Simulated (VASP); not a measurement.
Level of theory: PBE GGA with D4 dispersion, VASP's PBE PAW potentials (set 64) (plane waves; VASP 6.6.1).

Input for VASP

File KPOINTS:
```
Automatic mesh
0
Gamma
12 12 12
0 0 0
```

**INCAR**
```
ALGO = Normal
EDIFF = 1E-7
ENCUT = 520
GGA = PE
ISIF = 2
ISMEAR = 1
IVDW = 13
LASPH = .True.
LCHARG = .False.
LREAL = .False.
LWAVE = .False.
NELM = 100
PREC = Accurate
SIGMA = 0.1
SYSTEM = Na
```

### POSCAR
```
Na
1.0
 -2.1338645562   2.1338645562   2.1338645562
  2.1338645562  -2.1338645562   2.1338645562
  2.1338645562   2.1338645562  -2.1338645562
Na
1
Cartesian
  0.0000000000   0.0000000000   0.0000000000
```

POTCAR, in this order: Na_pv (PBE.64 set). Program: vasp_std.

The run wrote:

**OUTCAR**
```
 ion  position               nearest neighbor table
   1  0.000  0.000  0.000-
  LATTYP: Found a body centered cubic cell.
 ALAT       =     4.2677291124
 Subroutine PRICEL returns:
 Original cell was already a primitive cell.
 Subroutine GETGRP returns: Found 48 space group operations
The static configuration has the point symmetry O_h .
The dynamic configuration has the point symmetry O_h .
 Subroutine INISYM returns: Found 48 space group operations
 Subroutine IBZKPT returns following result:
 Found     72 irreducible k-points:

 Following reciprocal coordinates:
            Coordinates               Weight
  0.000000  0.000000  0.000000      1.000000
  0.083333  0.000000  0.000000     12.000000
  0.166667  0.000000  0.000000     12.000000
  0.250000  0.000000  0.000000     12.000000
  0.333333  0.000000  0.000000     12.000000
  0.416667  0.000000  0.000000     12.000000
  0.500000  0.000000  0.000000      6.000000
  0.083333  0.083333  0.000000     24.000000
  0.166667  0.083333  0.000000     48.000000
  0.250000  0.083333  0.000000     48.000000
  0.333333  0.083333  0.000000     48.000000
  0.416667  0.083333  0.000000     48.000000
  0.166667  0.166667  0.000000     24.000000
  0.250000  0.166667  0.000000     48.000000
  0.333333  0.166667  0.000000     48.000000
  0.416667  0.166667  0.000000     24.000000
  0.250000  0.250000  0.000000     24.000000
  0.333333  0.250000  0.000000     48.000000
  0.333333  0.333333  0.000000      8.000000
  0.083333  0.083333  0.083333      8.000000
  0.166667  0.083333  0.083333     24.000000
  0.250000  0.083333  0.083333     24.000000
  0.333333  0.083333  0.083333     24.000000
  0.416667  0.083333  0.083333     12.000000
 -0.083333  0.083333  0.083333      6.000000
...
```

**OSZICAR**
```
       N       E                     dE             d eps       ncg     rms          rms(c)
DAV:   1     0.199932519334E+02    0.19993E+02   -0.38969E+03  1008   0.819E+02
DAV:   2    -0.907129818980E+00   -0.20900E+02   -0.20899E+02  1071   0.138E+02
DAV:   3    -0.130390022678E+01   -0.39677E+00   -0.39677E+00  1365   0.271E+01
DAV:   4    -0.130669477492E+01   -0.27945E-02   -0.27945E-02  1239   0.199E+00
DAV:   5    -0.130673115641E+01   -0.36381E-04   -0.36381E-04  1351   0.195E-01    0.203E-01
DAV:   6    -0.130644719005E+01    0.28397E-03   -0.54671E-04  1176   0.374E-01    0.137E-01
DAV:   7    -0.130625248705E+01    0.19470E-03   -0.11313E-03  1155   0.450E-01    0.157E-02
DAV:   8    -0.130624445844E+01    0.80286E-05   -0.49094E-05  1274   0.158E-01    0.232E-03
DAV:   9    -0.130624476986E+01   -0.31142E-06   -0.22354E-07  1148   0.692E-03    0.106E-03
DAV:  10    -0.130624480283E+01   -0.32966E-07   -0.59337E-08  1099   0.308E-03
   1 F= -.13194388E+01 E0= -.13191717E+01  d E =-.801464E-03
```

### OUTCAR
```
------------------------ aborting loop because EDIFF is reached ----------------------------------------
  Edisp (eV):   -0.01319
  FORCE on cell =-STRESS in cart. coord.  units (eV):
  Direction    XX          YY          ZZ          XY          YZ          ZX
  --------------------------------------------------------------------------------------
  Total      -0.09943    -0.09943    -0.09943     0.00000    -0.00000     0.00000
  in kB      -4.09888    -4.09888    -4.09888     0.00000    -0.00000     0.00000
  external pressure =       -4.10 kB  Pullay stress =        0.00 kB
  volume of cell :       38.87
      direct lattice vectors                 reciprocal lattice vectors
    -2.133864556  2.133864556  2.133864556     0.000000000  0.234316653  0.234316653
     2.133864556 -2.133864556  2.133864556     0.234316653  0.000000000  0.234316653
     2.133864556  2.133864556 -2.133864556     0.234316653  0.234316653  0.000000000
 POSITION                                       TOTAL-FORCE (eV/Angst)
 -----------------------------------------------------------------------------------
      0.00000      0.00000      0.00000        -0.000000      0.000000     -0.000000
 -----------------------------------------------------------------------------------
    total drift:                                0.000000      0.000000      0.000000
  FREE ENERGIE OF THE ION-ELECTRON SYSTEM (eV)
  ---------------------------------------------------
  free  energy   TOTEN  =        -1.3194388481 eV

  energy  without entropy=       -1.3186373839  energy(sigma->0) =       -1.31917169
```
(Selected blocks of OUTCAR.)

The compound is Na in the bcc structure. This cell is one point of a volume scan, at 1.06 of the reference volume.
